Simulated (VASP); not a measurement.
The system is Hf2Cl.

```xyz
6
Lattice="0.0000 4.4562 4.4562 4.4562 0.0000 4.4562 4.4562 4.4562 0.0000" Properties=species:S:1:pos:R:3 pbc="T T T"
Hf    1.1141    1.1141    1.1141
Hf    1.1141    3.3422    3.3422
Hf    3.3422    3.3422    1.1141
Hf    3.3422    1.1141    3.3422
Cl    4.4562    4.4562    4.4562
Cl    6.6844    6.6844    6.6844
```

The cell was built by a generator and needn't be a form met in nature.

The cell isn't the ideal one: species swapped into the NdMg2 type (Fd-3m, No. 227).

```yaml
Program: VASP 6.6.1
Task: relaxation of cell and atoms
Functional: PBE
Potentials_or_basis: VASP PAW PBE potentials, release 64 (Hf_pv, Cl)
Cutoff: 600 eV
k_mesh: 4 × 4 × 4
Occupations: gaussian, width 0.1 eV
Spin: no spin polarisation
```

At the start: pressure -7.0 GPa; volume 29.50 Å³/atom.

Task: Where does the relaxation end?

Result: Over 3 steps the energy falls by 121.1 meV/atom and the volume is 24.68 Å³/atom (-16.3 %); space group Fd-3m (No. 227, to 0.05 Å).

The path:
```csv
step,energy change (eV),largest force (eV/Å),pressure (GPa),volume (Å³)
1,0.0000,0.0000,-7.02,176.99
2,-0.7207,0.0000,0.87,145.89
3,-0.7269,0.0000,0.03,148.08
```

Final structure:
```yaml
crystal:
  lattice:
    - [0.00000, 4.19910, 4.19910]
    - [4.19910, 0.00000, 4.19910]
    - [4.19910, 4.19910, 0.00000]
  atoms:
    - { symbol: Hf, position: [0.12500, 0.12500, 0.12500] }
    - { symbol: Hf, position: [0.62500, 0.12500, 0.12500] }
    - { symbol: Hf, position: [0.12500, 0.12500, 0.62500] }
    - { symbol: Hf, position: [0.12500, 0.62500, 0.12500] }
    - { symbol: Cl, position: [0.50000, 0.50000, 0.50000] }
    - { symbol: Cl, position: [0.75000, 0.75000, 0.75000] }
```

Caveat: the volume moved by over 15 % at a fixed basis, so the end points are rough.
